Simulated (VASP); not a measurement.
Data:

```
CrO2
1.0
    4.47445     0.00000     0.00000
    0.00000     4.47445     0.00000
    0.00000     0.00000     2.94253
Cr O
2 4
Direct
  0.00000   0.00000   0.00000
  0.50000   0.50000   0.50000
  0.30379   0.30379   0.00000
  0.80379   0.19621   0.50000
  0.19621   0.80379   0.50000
  0.69621   0.69621   0.00000
```
Starting moments (μB, in the order of the record's atoms Cr Cr O O O O): 2.1 2.1 -0.1 -0.1 -0.1 -0.1.

These are revPBE GGA, VASP's PBE PAW potentials (set 64) (plane waves; VASP 6.6.1) values and carry that method's errors. Settings: 520 eV cut-off, 8×8×12 Γ-centred mesh, tetrahedra with Blöchl corrections, potentials Cr_pv O.

The cores are frozen, which limits the accuracy of field gradients.

### Question
Give the principal components of the electric field gradient (V/Å²) and the asymmetry η at each nucleus.

### Answer

| atom | Vxx | Vyy | Vzz | η |
|---|---|---|---|---|
| Cr1 | 35.4 | 11.8 | -47.3 | 0.50 |
| Cr2 | 35.4 | 11.8 | -47.3 | 0.50 |
| O3 | -24.4 | -3.7 | 28.1 | 0.74 |
| O4 | -24.4 | -3.7 | 28.1 | 0.74 |
| O5 | -24.4 | -3.7 | 28.1 | 0.74 |
| O6 | -24.4 | -3.7 | 28.1 | 0.74 |

The compound is CrO2 in the rutile structure. It was relaxed first.
